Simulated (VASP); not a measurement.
Input:

```
CELL_PARAMETERS angstrom
      0.00000     2.17572     2.17572
      2.17572     0.00000     2.17572
      2.17572     2.17572     0.00000
ATOMIC_POSITIONS crystal
  Si 0.00000 0.00000 0.00000
  C  0.25000 0.25000 0.25000
```

Computed with r2SCAN+rVV10, VASP's PBE PAW potentials (set 64) (plane waves; VASP 6.6.1). Settings: 520 eV cut-off, 12×12×12 Γ-centred mesh, tetrahedra with Blöchl corrections, potentials Si C.

Predict the energy per atom (σ→0), band gap (over mesh and band path) with the smallest direct gap where there is one.

| Quantity | Value |
|---|---|
| band gap (over mesh and band path) | 1.69 eV |
| smallest direct gap (over mesh and band path) | 5.04 eV |
| energy per atom (σ→0) | -9.611 eV/atom |

The structure comes from a measured SiC entry (F-43m) of the Crystallography Open Database, whose conditions weren't checked. It was relaxed first.
